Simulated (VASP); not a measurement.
Level of theory: TPSS meta-GGA, VASP's PBE PAW potentials (set 64) (plane waves; VASP).

VASP ran on this input.

### INCAR
```
ALGO  =  Normal
EDIFF  =  1E-6
EDIFFG  =  -0.01
ENCUT  =  520
IBRION  =  2
ISIF  =  3
ISMEAR  =  0
LASPH  =  .TRUE.
LCHARG  =  .FALSE.
LMAXMIX  =  4
LMIXTAU  =  .TRUE.
LREAL  =  .FALSE.
LWAVE  =  .FALSE.
METAGGA  =  TPSS
NELM  =  100
NSW  =  60
PREC  =  Accurate
SIGMA  =  0.05
SYSTEM  =  KBr
```

### KPOINTS
```
K-points
0
gamma
6 6 6
```

POSCAR:
```
KBr
1
    0.0000000000     3.3000000000     3.3000000000
    3.3000000000     0.0000000000     3.3000000000
    3.3000000000     3.3000000000     0.0000000000
K Br
1 1
Direct
  0.0000000000   0.0000000000   0.0000000000
  0.5000000000   0.5000000000   0.5000000000
```

POTCAR, in this order: K_sv Br (PBE.64 set). Program: vasp_std.

The run wrote:

### OSZICAR
```
       N       E                     dE             d eps       ncg     rms          rms(c)
DAV:   1     0.113365156691E+03    0.11337E+03   -0.73803E+03   384   0.140E+03
DAV:   2    -0.598974773902E+01   -0.11935E+03   -0.11058E+03   588   0.317E+02
DAV:   3    -0.143554416755E+02   -0.83657E+01   -0.83047E+01   492   0.773E+01
DAV:   4    -0.147827670265E+02   -0.42733E+00   -0.42655E+00   720   0.223E+01
DAV:   5    -0.147854342425E+02   -0.26672E-02   -0.26668E-02   480   0.152E+00    0.912E+01
DAV:   6    -0.203771687829E+02   -0.55917E+01   -0.11899E+02   384   0.166E+02    0.328E+01
DAV:   7    -0.210236625559E+02   -0.64649E+00   -0.69680E-01   636   0.950E+00    0.226E+01
DAV:   8    -0.210504293616E+02   -0.26767E-01   -0.56511E-01   468   0.750E+00    0.837E+00
DAV:   9    -0.210454561090E+02    0.49733E-02   -0.21529E-01   588   0.539E+00    0.653E+00
DAV:  10    -0.210536283852E+02   -0.81723E-02   -0.69913E-02   416   0.253E+00    0.225E+00
DAV:  11    -0.210558329626E+02   -0.22046E-02   -0.29330E-02   440   0.248E+00    0.124E+00
DAV:  12    -0.210678711762E+02   -0.12038E-01   -0.69088E-03   436   0.120E+00    0.701E-01
DAV:  13    -0.210683143878E+02   -0.44321E-03   -0.29205E-03   464   0.827E-01    0.374E-01
DAV:  14    -0.210691993504E+02   -0.88496E-03   -0.77121E-04   440   0.421E-01    0.154E-01
DAV:  15    -0.210693103915E+02   -0.11104E-03   -0.91850E-05   604   0.106E-01    0.153E-02
DAV:  16    -0.210691232339E+02    0.18716E-03   -0.67874E-05   460   0.111E-01    0.336E-02
DAV:  17    -0.210693351955E+02   -0.21196E-03   -0.53098E-05   408   0.107E-01    0.384E-03
DAV:  18    -0.210693467076E+02   -0.11512E-04   -0.63391E-06   572   0.342E-02    0.433E-03
DAV:  19    -0.210693491308E+02   -0.24233E-05   -0.56312E-07   340   0.103E-02    0.271E-03
DAV:  20    -0.210693509572E+02   -0.18264E-05   -0.12525E-06   376   0.137E-02    0.111E-03
DAV:  21    -0.210693516730E+02   -0.71581E-06   -0.15627E-07   292   0.527E-03
   1 F= -.21069352E+02 E0= -.21069352E+02  d E =-.210694E+02
       N       E                     dE             d eps       ncg     rms          rms(c)
DAV:   1    -0.211680995371E+02   -0.98749E-01   -0.21413E+00   464   0.143E+01    0.218E+00
DAV:   2    -0.210946913728E+02    0.73408E-01   -0.19071E-01   508   0.380E+00    0.767E-01
DAV:   3    -0.210770589151E+02    0.17632E-01   -0.47842E-02   672   0.203E+00    0.759E-01
DAV:   4    -0.210777553440E+02   -0.69643E-03   -0.89410E-03   584   0.873E-01    0.194E-01
DAV:   5    -0.210784671507E+02   -0.71181E-03   -0.37322E-03   452   0.753E-01    0.265E-01
DAV:   6    -0.210791436672E+02   -0.67652E-03   -0.49316E-04   512   0.214E-01    0.452E-02
DAV:   7    -0.210792369540E+02   -0.93287E-04   -0.18724E-04   640   0.104E-01    0.138E-02
DAV:   8    -0.210792325833E+02    0.43707E-05   -0.41694E-05   396   0.847E-02    0.303E-02
DAV:   9    -0.210792390310E+02   -0.64477E-05   -0.12301E-05   416   0.339E-02    0.179E-02
DAV:  10    -0.210792446912E+02   -0.56601E-05   -0.55432E-06   472   0.311E-02    0.419E-03
DAV:  11    -0.210792443633E+02    0.32781E-06   -0.70095E-07   284   0.709E-03
   2 F= -.21079244E+02 E0= -.21079244E+02  d E =-.989269E-02
       N       E                     dE             d eps       ncg     rms          rms(c)
DAV:   1    -0.212733003287E+02   -0.19406E+00   -0.45701E+00   464   0.207E+01    0.334E+00
DAV:   2    -0.211163267895E+02    0.15697E+00   -0.41184E-01   520   0.550E+00    0.113E+00
DAV:   3    -0.210782857743E+02    0.38041E-01   -0.96559E-02   660   0.290E+00    0.114E+00
DAV:   4    -0.210793524313E+02   -0.10667E-02   -0.22552E-02   576   0.133E+00    0.275E-01
DAV:   5    -0.210811547185E+02   -0.18023E-02   -0.91577E-03   452   0.117E+00    0.401E-01
DAV:   6    -0.210827343803E+02   -0.15797E-02   -0.10054E-03   496   0.308E-01    0.692E-02
DAV:   7    -0.210829785446E+02   -0.24416E-03   -0.47447E-04   640   0.159E-01    0.234E-02
DAV:   8    -0.210829775188E+02    0.10258E-05   -0.81383E-05   388   0.119E-01    0.385E-02
DAV:   9    -0.210829861607E+02   -0.86419E-05   -0.20175E-05   412   0.363E-02    0.295E-02
DAV:  10    -0.210829970068E+02   -0.10846E-04   -0.12277E-05   432   0.467E-02    0.451E-03
DAV:  11    -0.210829976109E+02   -0.60416E-06   -0.12098E-06   296   0.923E-03
   3 F= -.21082998E+02 E0= -.21082998E+02  d E =-.136459E-01
       N       E                     dE             d eps       ncg     rms          rms(c)
DAV:   1    -0.210896409178E+02   -0.66439E-02   -0.15165E-01   468   0.379E+00    0.532E-01
DAV:   2    -0.210841881812E+02    0.54527E-02   -0.13454E-02   484   0.102E+00    0.197E-01
DAV:   3    -0.210830087799E+02    0.11794E-02   -0.36217E-03   668   0.556E-01    0.180E-01
DAV:   4    -0.210831155982E+02   -0.10682E-03   -0.44431E-04   676   0.195E-01    0.602E-02
DAV:   5    -0.210831451137E+02   -0.29516E-04   -0.18713E-04   424   0.154E-01    0.590E-02
DAV:   6    -0.210831986486E+02   -0.53535E-04   -0.39046E-05   604   0.534E-02    0.117E-02
DAV:   7    -0.210832051603E+02   -0.65117E-05   -0.12010E-05   496   0.257E-02    0.327E-03
DAV:   8    -0.210832071797E+02   -0.20194E-05   -0.36306E-06   384   0.239E-02    0.783E-03
DAV:   9    -0.210832066030E+02    0.57666E-06   -0.44116E-07   284   0.693E-03
   4 F= -.21083207E+02 E0= -.21083207E+02  d E =-.138549E-01
```

### OUTCAR
```
------------------------ aborting loop because EDIFF is reached ----------------------------------------
  FORCE on cell =-STRESS in cart. coord.  units (eV):
  Direction    XX          YY          ZZ          XY          YZ          ZX
  --------------------------------------------------------------------------------------
  Total       -0.0106477     -0.0106477     -0.0106477      0.0000000     -0.0000000      0.0000000
  in kB       -0.2218782     -0.2218782     -0.2218782      0.0000000     -0.0000000      0.0000000
  external PRESSURE =      -0.2218782 kB  Pullay stress =       0.0000000 kB
  volume of cell :       76.89
      direct lattice vectors                 reciprocal lattice vectors
     0.000000000  3.375006052  3.375006052    -0.148147882  0.148147882  0.148147882
     3.375006052  0.000000000  3.375006052     0.148147882 -0.148147882  0.148147882
     3.375006052  3.375006052  0.000000000     0.148147882  0.148147882 -0.148147882
  FREE ENERGIE OF THE ION-ELECTRON SYSTEM (eV)
  ---------------------------------------------------
  free  energy   TOTEN  =       -21.0832066030 eV

  energy  without entropy=      -21.0832066030  energy(sigma->0) =      -21.08320660

 reached required accuracy - stopping structural energy minimisation
```
(Selected blocks of OUTCAR.)

File CONTCAR:
```
KBr
   1.00000000000000
     0.0000000000000000    3.3750060519920480    3.3750060519920480
     3.3750060519920480    0.0000000000000000    3.3750060519920480
     3.3750060519920480    3.3750060519920480    0.0000000000000000
  K               Br
     1     1
Direct
     0.0000000000000000    0.0000000000000000    0.0000000000000000
     0.5000000000000000    0.5000000000000000    0.5000000000000000
```

Energy and stress use the plane-wave basis of the starting cell.

The compound is KBr in the rock salt structure. This run relaxes it. Symmetry was kept, so distortions that lower it aren't found.
